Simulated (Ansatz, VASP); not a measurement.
# Cross-check of MoS3 between VASP and Ansatz

Wanted: the spread between two codes on one cell, functional and k mesh. The cell is generated by rule, not measured, and may not be a known phase. The cell is taken from a series of runs on this material, whose earlier steps may have relaxed, scaled, displaced or heated it; both programs get it as it stands.

Program: Ansatz 0.2.0. Level of theory: plane waves, with VASP 6.6.1 beside it; single point at PBEsol. Results are calculated unless marked as measured.

The structure was built from a prototype and need not be the compound's stable phase.

## (1) Set-up

The structure is tetragonal, space group P4/nmm (No. 129). Conventional cell: a = 6.547 Å, b = 6.547 Å, c = 4.630 Å, α = 90.00°, β = 90.00°, γ = 90.00°. Nearest to Mo lie 6 S at 2.27 to 2.36 Å. S has 2 Mo at 2.32 Å nearest. Nearest to S lie 2 Mo at 2.27 to 2.36 Å. Farther neighbours and most contacts between anions are not listed.

## (2) Ansatz: single point, PBEsol, pair 1

Ansatz runs on norm-conserving files, of PseudoDojo where its log says so.

With cell and atoms fixed, the geometry can't cause a difference; cores, projectors, grids and the points listed under the comparison can.

input.yaml reads:

```yaml
crystal:
  lattice:
    - [-4.6295550062, 0.0, 0.0]
    - [0.0, -4.6295550062, -4.6295550062]
    - [0.0, -4.6295550062, 4.6295550062]
  atoms:
    - { symbol: Mo, position: [-0.0172802785, 1.0, 0.0] }
    - { symbol: Mo, position: [0.0172802785, 0.5, 0.5] }
    - { symbol: S, position: [1.0, 0.25, 0.75] }
    - { symbol: S, position: [1.0, 0.75, 0.25] }
    - { symbol: S, position: [0.0, 0.75, 0.75] }
    - { symbol: S, position: [0.0, 0.25, 0.25] }
    - { symbol: S, position: [0.5082025455, 0.5, 0.5] }
    - { symbol: S, position: [0.4917974545, 0.0, 0.0] }
kpoints:
  mp_grid: { grid: [8, 6, 6] }
hamiltonian:
  xc: pbesol
  pseudopotentials: { kind: nc, accuracy: standard }
scf:
  occupations: { method: methfessel_paxton, width: 0.15 }
output:
  forces: true
  stress: true
  eigenvalues: true
```

Run with:

```sh
ansatz run input.yaml --threads 4 --pin off --max-ram 7168MiB --backend cpu --events-out ev --progress --plain --runs-dir out
```

Numbers of over 12 decimals in the logs are rounded to 6 here.

Log:

```text
Engine: ansatz 0.2.0, aarch64-unknown-linux-gnu
Pseudopotentials: kind: nc
Pseudopotential: Mo, nc, valence charge 14, recommended cutoff 1088.45545 eV (normal), Mo.nc.azcp (PseudoDojo's, or run here from an input of PseudoDojo's; its table is named by hamiltonian.pseudopotentials.accuracy)
Pseudopotential: S, nc, valence charge 6, recommended cutoff 707.496042 eV (normal), S.nc.azcp (PseudoDojo's, or run here from an input of PseudoDojo's; its table is named by hamiltonian.pseudopotentials.accuracy)
Functional definition: PBEsol
  exchange = pbesol_x
  correlation = pbesol_c
Crystal: 8 atoms, lattice volume = 198.448 Å³
Basis set: ecut = 1088.45545 eV, 16285 PW (Γ), exchange–correlation on 100×144×144 points (8 copies of the dense FFT grid, shifted against one another)
Bands: 40, of which v1, the nominal top of the filled ones, is band 32 counted from 1 (31 counted from 0)
Symmetry: 16 space group operations
Space group: P4/nmm (ITA 129), of the structure as read, at distance tolerance 5.8e-5 Å
k-points: 50 of 288
Non-local potential: Mo, projectors of the file, l = 0: 2, l = 1: 2, l = 2: 2
Non-local potential: S, projectors of the file, l = 0: 2, l = 1: 2, l = 2: 2
Initial density: superposition of atomic densities (chi_scale 0.1, normalization cell, long waves kept (reshape's long-wave potential 0.00 eV rms))
Initial wavefunctions: pseudopotential atomic-orbital guess
Functional: x = pbesol(κ = 0.804, μ = 0.123457), c = pbesol(β = 0.046)
SCF iter   1: F=—  HF=-5625.802007 eV  |F-HF|=—  |Δ(HF+E_count)|=         —  Δρ=6.66e-2  dr2=1.36e1  ethr=3.10e-3  ⟨swp⟩=8.4  Hψ=10260  notcnv=0
preconditioner: auto → LDOS  [metal: Δε(μ)=0.007 eV  Ē_g=7.429 eV  σ=0.150 eV  W_gap=0.04  n_scr=38 (ndim 8)  ℏωp=18.3 eV  f_vac=0.103  D(μ)=5.83/eV (n_scr^D=38)  β→1.0]
SCF iter   2: F=—  HF=-5623.860482 eV  |F-HF|=—  |Δ(HF+E_count)|=    1.94e0  S|Δr|=    0.00e0  Δρ=2.97e-2  dr2=3.00e0  ethr=3.10e-3  ⟨swp⟩=4.1  Hψ=5706  notcnv=0  defer=71
SCF iter   3: F=—  HF=-5623.460069 eV  |F-HF|=—  |Δ(HF+E_count)|=   4.00e-1  S|Δr|=    0.00e0  Δρ=5.66e-3  dr2=5.60e-2  ethr=3.10e-3  ⟨swp⟩=3.1  Hψ=3413  notcnv=0  defer=66
SCF iter   4: F=—  HF=-5623.452513 eV  |F-HF|=—  |Δ(HF+E_count)|=   7.56e-3  S|Δr|=    0.00e0  Δρ=7.44e-4  dr2=1.25e-3  ethr=8.75e-5  ⟨swp⟩=2.8  Hψ=3867  notcnv=0  defer=49
SCF iter   5: F=—  HF=-5623.452454 eV  |F-HF|=—  |Δ(HF+E_count)|=   5.91e-5  S|Δr|=    0.00e0  Δρ=1.58e-4  dr2=6.18e-5  ethr=1.96e-6  ⟨swp⟩=2.4  Hψ=3446  notcnv=0  defer=49
SCF iter   6: F=—  HF=-5623.452454 eV  |F-HF|=—  |Δ(HF+E_count)|=   7.29e-8  S|Δr|=    0.00e0  Δρ=3.13e-5  dr2=3.17e-6  ethr=9.66e-8  ⟨swp⟩=2.3  Hψ=3528  notcnv=0  defer=49
SCF iter   7: F=-5623.452453 eV  HF=-5623.452453 eV  |F-HF|=3.92e-8  |Δ(HF+E_count)|=   5.67e-7  S|Δr|=    0.00e0  Δρ=5.35e-6  dr2=5.74e-8  ethr=1.56e-10  ⟨swp⟩=12.5  Hψ=13550  notcnv=0
SCF 1 converged in 7 iterations: F = -5623.452453 eV  dr2 = 5.74e-8
SCF converged after 7 iterations
Stability not checked: this state was not tested for a lower state beside it, because cold or Methfessel-Paxton smearing, or corrected tetrahedra, fill the levels in a way that the test cannot read (fill_not_monotonic; see scf.lower_state_search)
Free energy (F): -5623.452453 eV
Harris-Foulkes:  -5623.452453 eV  (|F-HF|=3.92e-8)
Internal energy: -5623.442252 eV  (E = F + TS)
E sigma→0 (E₀):  -5623.449903 eV
Entropy (-TS):   -0.010201 eV (-1.275 meV/atom)
Fermi energy:    5.361711 eV
Step filling:    the computed levels leave a gap of 0.0000 eV = 0.0 smearing widths at the electron count; against every level under it full and every level over it empty, smearing changes F+E_penalty+E_count by -6.011 meV and its σ→0 estimate by -3.461 meV
--- Per-component energies (eV) ---
  E_band       = -600.276136
  E_kinetic    = 1829.019047
  E_local      = -5679.216583  (includes V_loc(G=0)·N_el)
  E_nonlocal   = 718.914123
  E_hartree    = 1798.957626
  E_xc         = -1065.592528
  E_vxc        = -1066.904126  (∫ρ·V_xc dr)
  E_ewald      = -3225.523937
  E_smearing   = -0.010201  (= −TS)
  E_closure    = 0.000000  (closes the sum)
  Σ components = -5623.452453   (vs F -5623.452453, Δ=0.00e0)
--- Forces (eV/Å), atoms counted from 1 ---
  atom   1  Mo     0.19364242    -0.00000000     0.00000000
  atom   2  Mo    -0.19364242     0.00000000    -0.00000000
  atom   3  S     -0.00000000     0.00000000     0.00000000
  atom   4  S      0.00000000    -0.00000000    -0.00000000
  atom   5  S     -0.00000000    -0.00000000     0.00000000
  atom   6  S     -0.00000000     0.00000000    -0.00000000
  atom   7  S      0.01783445    -0.00000000     0.00000000
  atom   8  S     -0.01783445     0.00000000     0.00000000
  max |Σ_I F_I| component: 1.08e-16 eV/Å
--- Stress (GPa, compression-positive) ---
        0.225842       0.000000      -0.000000
        0.000000       0.099745      -0.000000
       -0.000000      -0.000000       0.099745
  P = ⅓ Tr σ = 0.1418 GPa (1.418 kbar)
--- Band table (eV; the first three rows and the last of 50) ---
  k-point 0: bands = [... 28 lower, 4.2439, 4.2439, 4.2593, 4.9214, 4.9214, 4.9532, 5.7804, 5.9712, ... 4 higher]
  k-point 1: bands = [... 28 lower, 4.2572, 4.3815, 4.4877, 4.6906, 4.8963, 5.1247, 5.6051, 6.2368, ... 4 higher]
  k-point 2: bands = [... 28 lower, 3.9622, 4.0454, 4.4507, 5.1846, 5.3379, 5.4138, 5.5230, 6.4760, ... 4 higher]
  k-point 49: bands = [... 28 lower, 3.4253, 3.4253, 5.7832, 5.7832, 6.9225, 6.9225, 6.9400, 6.9400, ... 4 higher]
```

The run ends at a pressure of 0.14 GPa, with forces up to 0.19 eV/Å.

## (3) VASP: single point, PBEsol, pair 1

The same cell, functional, mesh and smearing now go to VASP, with its own data sets.

Lines of VASP's logs that name or quote its potential files are left out, and so is its time.

INCAR reads:

```
SYSTEM = MoS3
PREC = Accurate
ENCUT = 500
EDIFF = 1E-06
NELM = 120
ISMEAR = 1
SIGMA = 0.15
LREAL = .FALSE.
ALGO = Normal
GGA = PS
NBANDS = 40
LASPH = .TRUE.
LORBIT = 11
LWAVE = .FALSE.
LCHARG = .FALSE.
ISIF = 2
GGA_COMPAT = .FALSE.
KPAR = 2
```

POSCAR reads:

```
MoS3
1.0
   -4.6295550062      0.0000000000      0.0000000000
    0.0000000000     -4.6295550062     -4.6295550062
    0.0000000000     -4.6295550062      4.6295550062
Mo S
2 6
Direct
    0.9827197215      0.0000000000      0.0000000000
    0.0172802785      0.5000000000      0.5000000000
    0.0000000000      0.2500000000      0.7500000000
    0.0000000000      0.7500000000      0.2500000000
    0.0000000000      0.7500000000      0.7500000000
    0.0000000000      0.2500000000      0.2500000000
    0.5082025455      0.5000000000      0.5000000000
    0.4917974545      0.0000000000      0.0000000000
```

KPOINTS reads:

```
Automatic mesh
0
Gamma
8 6 6
0 0 0
```

The projector-augmented-wave data sets are Mo_sv and S (PBE family, release 64).

Run with:

```sh
mpirun -np 2 vasp_std
```

Log:

```text
[banner, memory and clock lines left out]
running    2 mpi-ranks, on    1 nodes
 distrk:  each k-point on    1 cores,    2 groups
 distr:  one band on    1 cores,    1 groups

 POSCAR found type information on POSCAR MoS
 POSCAR found :  2 types and       8 ions
|                                                                             |
|               ----> ADVICE to this user running VASP <----                  |
|                                                                             |
|     You enforced a specific xc type in the INCAR file but a different       |
|     [... a line on the potential file left out ...]
|     I HOPE YOU KNOW WHAT YOU ARE DOING!                                     |
|                                                                             |

 LDA part: xc-table for (Slater+PW92), standard interpolation
 POSCAR, INCAR and KPOINTS ok, starting setup
 FFT: planning ... GRIDC
 FFT: planning ... GRID_SOFT
 FFT: planning ... GRID
 WAVECAR not read
 entering main loop
       N       E                     dE             d eps       ncg     rms          rms(c)
DAV:   1     0.474087944529E+03    0.47409E+03   -0.31463E+04  4584   0.140E+03
DAV:   2    -0.216020420598E+02   -0.49569E+03   -0.47760E+03  5120   0.329E+02
DAV:   3    -0.546548046533E+02   -0.33053E+02   -0.31910E+02  4936   0.765E+01
DAV:   4    -0.555798502457E+02   -0.92505E+00   -0.91842E+00  4752   0.132E+01
DAV:   5    -0.556063379432E+02   -0.26488E-01   -0.26476E-01  4944   0.220E+00    0.389E+01
DAV:   6    -0.546421107987E+02    0.96423E+00   -0.35361E+01  4208   0.329E+01    0.181E+01
DAV:   7    -0.506973553079E+02    0.39448E+01   -0.25425E+01  4072   0.278E+01    0.122E+01
DAV:   8    -0.499591403225E+02    0.73821E+00   -0.20601E+00  4128   0.830E+00    0.200E+00
DAV:   9    -0.499501445888E+02    0.89957E-02   -0.17215E-01  5072   0.190E+00    0.109E+00
DAV:  10    -0.499485122231E+02    0.16324E-02   -0.14636E-02  4560   0.683E-01    0.388E-01
DAV:  11    -0.499486203326E+02   -0.10811E-03   -0.50177E-03  4584   0.408E-01    0.120E-01
DAV:  12    -0.499488305558E+02   -0.21022E-03   -0.36617E-04  4720   0.104E-01    0.701E-02
DAV:  13    -0.499490182672E+02   -0.18771E-03   -0.16431E-04  4488   0.531E-02    0.218E-02
DAV:  14    -0.499490742871E+02   -0.56020E-04   -0.42471E-05  4472   0.232E-02    0.144E-02
DAV:  15    -0.499490844002E+02   -0.10113E-04   -0.67428E-06  3888   0.956E-03    0.754E-03
DAV:  16    -0.499490863256E+02   -0.19253E-05   -0.29577E-06  3528   0.690E-03    0.302E-03
DAV:  17    -0.499490863479E+02   -0.22344E-07   -0.20594E-07  2320   0.230E-03
   1 F= -.49949086E+02 E0= -.49945790E+02  d E =-.988886E-02
```

From OUTCAR (step 3):

```text
ion  position               nearest neighbor table
   1  0.983  0.000  0.000-   8 2.27   4 2.32   5 2.32   6 2.32   3 2.32   8 2.36
   2  0.017  0.500  0.500-   7 2.27   4 2.32   5 2.32   6 2.32   3 2.32   7 2.36
   3  0.000  0.250  0.750-   1 2.32   2 2.32
   4  0.000  0.750  0.250-   1 2.32   2 2.32
   5  0.000  0.750  0.750-   1 2.32   2 2.32
   6  0.000  0.250  0.250-   1 2.32   2 2.32
   7  0.508  0.500  0.500-   2 2.27   2 2.36
   8  0.492  0.000  0.000-   1 2.27   1 2.36

  LATTYP: Found a simple tetragonal cell.
 ALAT       =     6.5471794775
 C/A-ratio  =     0.7071067812

 Subroutine GETGRP returns: Found 16 space group operations
 (whereof  8 operations were pure point group operations)

The static configuration has the point symmetry C_4v.
 The point group associated with its full space group is D_4h.

 Found     50 irreducible k-points:

   k-points           NKPTS =     50   k-points in BZ     NKDIM =     50   number of bands    NBANDS=     40

   dimension x,y,z NGX =    36 NGY =   48 NGZ =   48
   dimension x,y,z NGXF=    72 NGYF=   96 NGZF=   96

   ENCUT  =  500.0 eV  36.75 Ry    6.06 a.u.   8.44 11.94 11.94*2*pi/ulx,y,z

   NELECT =      64.0000    total number of electrons

 k-points in reciprocal lattice and weights: Automatic mesh
   0.00000000  0.00000000  0.00000000       0.003
   0.12500000  0.00000000  0.00000000       0.007
   0.25000000  0.00000000  0.00000000       0.007
   0.37500000  0.00000000  0.00000000       0.007
   0.50000000  0.00000000  0.00000000       0.003
   0.00000000  0.16666667  0.00000000       0.014
   0.12500000  0.16666667  0.00000000       0.028
   0.25000000  0.16666667  0.00000000       0.028
   0.37500000  0.16666667  0.00000000       0.028
[...]
0.37500000  0.50000000  0.50000000       0.007
   0.50000000  0.50000000  0.50000000       0.003

 average (electrostatic) potential at core
       1 -79.2969       2 -79.2969       3 -88.3306       4 -88.3306       5 -88.3306
       6 -88.3306       7 -88.3291       8 -88.3291

 E-fermi :   3.2234

 k-point     1 :       0.0000    0.0000    0.0000
  band No.  band energies     occupation
    ...
     30       2.0998      2.00000
     31       2.1151      2.00000
     32       2.7837      2.00027
     33       2.7837      2.00027
     34       2.8159      2.00083
     35       3.6411     -0.00059
     36       3.8516     -0.00000
     37       3.8535     -0.00000
     38       4.8508     -0.00000
     39       4.8524     -0.00000
    ...

 k-point     2 :       0.1250    0.0000    0.0000
  band No.  band energies     occupation
    ...
     30       2.0962      2.00000
     31       2.4353      2.00000
     32       2.4353      2.00000
     33       3.0395      2.07092
     34       3.0395      2.07092
     35       3.6439     -0.00054
     36       3.8565     -0.00000
     37       4.7333     -0.00000
     38       4.8231     -0.00000
     39       4.8231     -0.00000
    ...

 k-point     3 :       0.2500    0.0000    0.0000
  band No.  band energies     occupation
    ...
     28       1.8779      2.00000
     29       2.5389      2.00000
     30       2.5389      2.00000
     31       2.6941      2.00001
     32       2.6941      2.00001
     33       3.6508     -0.00042
     34       3.7816     -0.00000
     35       3.7816     -0.00000
     36       3.8667     -0.00000
     37       4.7826     -0.00000
    ...

  Total        0.1646290      0.0131179      0.0131179      0.0000000      0.0000000      0.0000000
  in kB        1.3291351      0.1059074      0.1059074      0.0000000      0.0000000      0.0000000
  external PRESSURE =       0.5136500 kB  Pullay stress =       0.0000000 kB

  energy-cutoff  :      500.00
  volume of cell :      198.45
      direct lattice vectors                 reciprocal lattice vectors
    -4.629555006  0.000000000  0.000000000    -0.216003482  0.000000000  0.000000000
     0.000000000 -4.629555006 -4.629555006     0.000000000 -0.108001741 -0.108001741
     0.000000000 -4.629555006  4.629555006     0.000000000 -0.108001741  0.108001741

 POSITION                                       TOTAL-FORCE (eV/Angst)
 -----------------------------------------------------------------------------------
     -4.54956      0.00000      0.00000         0.203704     -0.000000     -0.000000
     -0.08000     -4.62956      0.00000        -0.203704     -0.000000     -0.000000
      0.00000     -4.62956      2.31478        -0.000000      0.000000      0.000000
      0.00000     -4.62956     -2.31478        -0.000000      0.000000      0.000000
      0.00000     -6.94433      0.00000        -0.000000      0.000000      0.000000
      0.00000     -2.31478      0.00000        -0.000000      0.000000      0.000000
     -2.35275     -4.62956      0.00000         0.028046     -0.000000      0.000000
     -2.27680      0.00000      0.00000        -0.028046     -0.000000      0.000000
 -----------------------------------------------------------------------------------
    total drift:                               -0.000000     -0.000000      0.000000

  FREE ENERGIE OF THE ION-ELECTRON SYSTEM (eV)
  ---------------------------------------------------
  free  energy   TOTEN  =       -49.9490863479 eV

  energy  without entropy=      -49.9391974915  energy(sigma->0) =      -49.94579006

 total charge
# of ion       s       p       d       tot
------------------------------------------
    1        2.321   6.245   3.891  12.457
    2        2.321   6.245   3.891  12.457
    3        1.351   2.318   0.000   3.670
    4        1.351   2.318   0.000   3.670
    5        1.351   2.318   0.000   3.670
    6        1.351   2.318   0.000   3.670
    7        1.352   2.318   0.000   3.670
    8        1.352   2.318   0.000   3.670
--------------------------------------------------
tot         12.750  26.401   7.782  46.933

[... 3 further parts left out ...]
```

The run ends at a pressure of 0.05 GPa, with forces up to 0.20 eV/Å.

## (4) Side by side

Known differences besides the potentials themselves: the cutoff is 1088.46 eV in Ansatz and 500 eV in VASP. Total energies have different zeros and are not compared.

The two programs side by side:

| quantity | Ansatz | VASP | difference |
| --- | --- | --- | --- |
| pressure (GPa) | 0.14 | 0.05 | +0.09 |

Forces (eV/Å; atoms numbered as in POSCAR):

| atom | Ansatz x, y, z | VASP x, y, z |
| --- | --- | --- |
| Mo1 | 0.194, 0.000, 0.000 | 0.204, 0.000, 0.000 |
| Mo2 | -0.194, 0.000, 0.000 | -0.204, 0.000, 0.000 |
| S3 | 0.000, 0.000, 0.000 | 0.000, 0.000, 0.000 |
| S4 | 0.000, 0.000, 0.000 | 0.000, 0.000, 0.000 |
| S5 | 0.000, 0.000, 0.000 | 0.000, 0.000, 0.000 |
| S6 | 0.000, 0.000, 0.000 | 0.000, 0.000, 0.000 |
| S7 | 0.018, 0.000, 0.000 | 0.028, 0.000, 0.000 |
| S8 | -0.018, 0.000, 0.000 | -0.028, 0.000, 0.000 |

The forces differ by 4.1 meV/Å r.m.s., which is 7.0 % of the r.m.s. force of 0.059 eV/Å (both taken over all components).

## (5) Ansatz: single point, PBEsol, pair 2

A single point gives forces, pressure and levels at one fixed geometry, so differences don't come from the geometry; what else differs is listed under the comparison.

The cell is taken from a series of runs on this material, whose earlier steps may have relaxed, scaled, displaced or heated it; both programs get it as it stands.

input.yaml, the sections that differ from step 2:

```yaml
crystal:
  lattice:
    - [-4.6295550062, 0.0, 0.0]
    - [0.0, -4.6295550062, -4.6295550062]
    - [0.0, -4.6295550062, 4.6295550062]
  atoms:
    - { symbol: Mo, position: [-0.0302404874, 1.0, 0.0] }
    - { symbol: Mo, position: [0.0302404874, 0.5, 0.5] }
    - { symbol: S, position: [1.0, 0.25, 0.75] }
    - { symbol: S, position: [1.0, 0.75, 0.25] }
    - { symbol: S, position: [0.0, 0.75, 0.75] }
    - { symbol: S, position: [0.0, 0.25, 0.25] }
    - { symbol: S, position: [0.5143544547, 0.5, 0.5] }
    - { symbol: S, position: [0.4856455453, 0.0, 0.0] }
# kpoints, hamiltonian, scf, output: as in step 2
```

Run with:

```sh
ansatz run input.yaml --threads 4 --pin off --max-ram 7168MiB --backend cpu --events-out ev --progress --plain --runs-dir out
```

Log:

```text
[...]
Crystal: 8 atoms, lattice volume = 198.448 Å³
Basis set: ecut = 1088.45545 eV, 16285 PW (Γ), exchange–correlation on 100×144×144 points (8 copies of the dense FFT grid, shifted against one another)
Bands: 40, of which v1, the nominal top of the filled ones, is band 32 counted from 1 (31 counted from 0)
Symmetry: 16 space group operations
[...]
k-points: 50 of 288
[...]
k-point 0: bands = [... 28 lower, 4.2096, 4.2096, 4.2796, 4.8611, 4.8611, 4.9326, 5.7953, 5.9383, ... 4 higher]
  k-point 1: bands = [... 28 lower, 4.2002, 4.2968, 4.4735, 4.7361, 4.8961, 5.1217, 5.6210, 6.2004, ... 4 higher]
  k-point 2: bands = [... 28 lower, 3.8949, 3.9687, 4.4608, 5.1908, 5.3992, 5.4182, 5.5449, 6.4880, ... 4 higher]
  k-point 49: bands = [... 28 lower, 3.4541, 3.4541, 5.7770, 5.7770, 6.9130, 6.9130, 6.9288, 6.9288, ... 4 higher]
[key lines of the parts left out:]
SCF converged after 7 iterations
Free energy (F): -5623.478947 eV
Fermi energy:    5.372887 eV
P = ⅓ Tr σ = 0.1153 GPa (1.153 kbar)
```

The run ends at a pressure of 0.12 GPa, with forces up to 0.24 eV/Å.

(Part 1 of 2 ends here.)

[Lines on the potential files, build, host, timing and source positions are cut from VASP's logs without a mark.]

[Logs are printed without paths, hosts, clocks, repeated set-up lines and the standing remarks that a program may print on its own settings, such as how far it seeks lower states.]

[Hosts, paths, dates, database ids (printed as entryN), source tags and the programs' standing remarks are cut or masked in the printed files.]
